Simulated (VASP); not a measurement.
Given:

```
CELL_PARAMETERS angstrom
      3.56297     0.00000     0.00000
     -1.78149     3.08562     0.00000
      0.00000     0.00000    15.70511
ATOMIC_POSITIONS crystal
  Ga 0.33333 0.66667 0.17253
  Ga 0.66667 0.33333 0.67253
  Ga 0.66667 0.33333 0.82747
  Ga 0.33333 0.66667 0.32747
  S  0.33333 0.66667 0.60334
  S  0.66667 0.33333 0.10334
  S  0.66667 0.33333 0.39666
  S  0.33333 0.66667 0.89666
```

All values below come from PBEsol GGA, VASP's PBE PAW potentials (set 64) (plane waves; VASP). Settings: 400 eV cut-off, 13×13×3 Γ-centred mesh, Gaussian smearing of 0.010 eV, potentials Ga_d S.

Without a dispersion term in the relaxation, distances and binding between the weakly bound layers, chains or molecules are unreliable, and so is what depends on them.

Problem. Estimate the energy per atom (σ→0).

Solution. 
| Property | Value |
|---|---|
| energy per atom (σ→0) | -4.523 eV/atom |

Total energies compare only between runs with the same potentials, cut-off and functional.

The structure was generated: GaS was put into the beta-GaS type (P6_3/mmc), which need not be its known phase. It was relaxed first.
